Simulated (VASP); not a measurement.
Here is the system:

```yaml
crystal:
  lattice:
    - [3.97179, 0.00000, 0.00000]
    - [0.00000, 3.97179, 0.00000]
    - [0.00000, 0.00000, 8.74656]
  atoms:
    - { symbol: Ca, position: [0.00000, 0.50000, 0.13649] }
    - { symbol: Ca, position: [0.50000, 0.00000, 0.86351] }
    - { symbol: H, position: [0.50000, 0.50000, 0.00000] }
    - { symbol: H, position: [0.00000, 0.00000, 0.00000] }
    - { symbol: I, position: [0.00000, 0.50000, 0.68613] }
    - { symbol: I, position: [0.50000, 0.00000, 0.31387] }
```

Calculation: PBEsol GGA, VASP's PBE PAW potentials (set 64) (plane waves; VASP). Numerical set-up: 400 eV cut-off, Gaussian smearing of 0.050 eV, potentials Ca_sv H I.

Unless said otherwise, spin-orbit coupling is left out, though it shifts the bands of the heavy elements here.

**Question.** Give the energies of bands 11 to 21 at the high-symmetry points, in eV from the valence-band maximum.

**Answer.** 
```tsv
band	Γ	X	M	Z	R	A
11	-4.39	-3.52	-2.94	-4.13	-3.67	-2.89
12	-1.65	-3.52	-2.94	-2.77	-3.67	-2.89
13	-1.23	-2.47	-2.46	-1.14	-1.92	-2.59
14	-1.14	-2.47	-2.46	-0.83	-1.92	-2.59
15	-0.80	-0.66	-1.72	-0.83	-1.20	-1.63
16	-0.80	-0.66	-1.72	-0.50	-1.20	-1.63
17	-0.53	-0.52	-1.55	-0.50	-0.52	-1.59
18	-0.53	-0.52	-1.55	0.00	-0.52	-1.59
19	3.33	3.65	3.05	3.27	4.08	3.83
20	3.73	3.65	3.05	3.88	4.08	3.83
21	4.46	4.47	5.46	4.45	4.55	4.37
```

The gap is indirect, 3.05 eV, from the valence maximum at Z to the conduction minimum at M.

The structure comes from a computed database's CaHI entry (P4/nmm); how it stands against other phases isn't given here. It was relaxed first, which changed the volume by -9 %.
